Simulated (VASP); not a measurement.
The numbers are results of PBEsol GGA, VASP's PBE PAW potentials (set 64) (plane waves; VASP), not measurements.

A VASP calculation is set up with these files.

POSCAR:
```
Na
1
   -1.5190759433     1.5190759433     1.5190759433
    1.5190759433    -1.5190759433     1.5190759433
    1.5190759433     1.5190759433    -1.5190759433
Na
1
Direct
  1.0000000000   1.0000000000   1.0000000000
```

File KPOINTS:
```
Automatic
0
Gamma
 17 17 17
0 0 0
```

**INCAR**
```
SYSTEM  =  Na
PREC  =  Accurate; ENCUT  =  500; LREAL  =  .FALSE.
LASPH  =  .TRUE.
EDIFF  =  1E-6; NELM  =  100; ALGO  =  Normal
ISMEAR  =  1; SIGMA  =  0.1
GGA  =  PS
IBRION  =  2; NSW  =  40; ISIF  =  3
EDIFFG  =  -0.02; PSTRESS  =  450
LWAVE  =  .FALSE.; LCHARG  =  .FALSE.
```

POTCAR, in this order: Na_pv (PBE.64 set). Program: vasp_std.

Output

OSZICAR:
```
       N       E                     dE             d eps       ncg     rms          rms(c)
DAV:   1     0.162232972333E+02    0.16223E+02   -0.44162E+03  2317   0.112E+03
DAV:   2     0.156655200524E+00   -0.16067E+02   -0.16055E+02  2597   0.130E+02
DAV:   3     0.141504653348E-01   -0.14250E+00   -0.14250E+00  2709   0.169E+01
DAV:   4     0.134775233512E-01   -0.67294E-03   -0.67294E-03  2982   0.106E+00
DAV:   5     0.134739052936E-01   -0.36181E-05   -0.36188E-05  2779   0.581E-02    0.720E-01
DAV:   6     0.250467402932E-01    0.11573E-01   -0.58853E-03  2814   0.167E+00    0.422E-01
DAV:   7     0.319359795598E-01    0.68892E-02   -0.58790E-03  3290   0.153E+00    0.545E-02
DAV:   8     0.320858148893E-01    0.14984E-03   -0.41886E-04  2443   0.510E-01    0.292E-03
DAV:   9     0.320856988747E-01   -0.11601E-06   -0.35283E-06  2534   0.349E-02
   1 F= 0.39703094E+01 E0= 0.39704086E+01  d E =0.397031E+01
       N       E                     dE             d eps       ncg     rms          rms(c)
DAV:   1     0.476361624100E-01    0.15550E-01   -0.21141E-02  2310   0.357E+00    0.177E-01
DAV:   2     0.481243014451E-01    0.48814E-03   -0.60432E-04  2331   0.598E-01    0.886E-02
DAV:   3     0.482769096371E-01    0.15261E-03   -0.26599E-04  2534   0.376E-01    0.983E-03
DAV:   4     0.482871590443E-01    0.10249E-04   -0.10800E-05  2604   0.836E-02    0.515E-04
DAV:   5     0.482872449390E-01    0.85895E-07   -0.41930E-08  1197   0.374E-03
   2 F= 0.39704144E+01 E0= 0.39705142E+01  d E =0.105001E-03
       N       E                     dE             d eps       ncg     rms          rms(c)
DAV:   1     0.348362808941E-01   -0.13451E-01   -0.13862E-02  2310   0.290E+00    0.142E-01
DAV:   2     0.351460476903E-01    0.30977E-03   -0.38795E-04  2331   0.478E-01    0.711E-02
DAV:   3     0.352493880380E-01    0.10334E-03   -0.17337E-04  2541   0.303E-01    0.777E-03
DAV:   4     0.352569655016E-01    0.75775E-05   -0.72243E-06  2408   0.684E-02    0.436E-04
DAV:   5     0.352569296066E-01   -0.35895E-07   -0.29453E-08  1155   0.283E-03
   3 F= 0.39703147E+01 E0= 0.39704141E+01  d E =0.531216E-05
```

OUTCAR:
```
------------------------ aborting loop because EDIFF is reached ----------------------------------------
  FORCE on cell =-STRESS in cart. coord.  units (eV):
  Direction    XX          YY          ZZ          XY          YZ          ZX
  --------------------------------------------------------------------------------------
  Total        3.9427285      3.9427285      3.9427285     -0.0000000     -0.0000000      0.0000000
  in kB      450.8772014    450.8772014    450.8772014     -0.0000000     -0.0000000      0.0000000
  external PRESSURE =       0.8772014 kB  Pullay stress =     450.0000000 kB
  volume of cell :       14.01
      direct lattice vectors                 reciprocal lattice vectors
    -1.518668775  1.518668775  1.518668775     0.000000000  0.329235715  0.329235715
     1.518668775 -1.518668775  1.518668775     0.329235715  0.000000000  0.329235715
     1.518668775  1.518668775 -1.518668775     0.329235715  0.329235715  0.000000000
 POSITION                                       TOTAL-FORCE (eV/Angst)
 -----------------------------------------------------------------------------------
      0.00000      0.00000      0.00000         0.000000      0.000000      0.000000
 -----------------------------------------------------------------------------------
    total drift:                                0.000000     -0.000000      0.000000
  FREE ENERGIE OF THE ION-ELECTRON SYSTEM (eV)
  ---------------------------------------------------
  free  energy   TOTEN  =         0.0352569296 eV

  energy  without entropy=        0.0355550283  energy(sigma->0) =        0.03535630
  enthalpy is  TOTEN    =         3.9703147082 eV   P V=        3.9350577785

 reached required accuracy - stopping structural energy minimisation
```
(Selected blocks of OUTCAR.)

File CONTCAR:
```
Na
   1.00000000000000
    -1.5186687749581869    1.5186687749581869    1.5186687749581869
     1.5186687749581869   -1.5186687749581869    1.5186687749581869
     1.5186687749581869    1.5186687749581869   -1.5186687749581869
  Na
     1
Direct
     0.0000000000000000    0.0000000000000000    0.0000000000000000
```

The compound is Na in the bcc structure. This run relaxes it under an external pressure of 45 GPa. Symmetry was kept, so distortions that lower it aren't found.
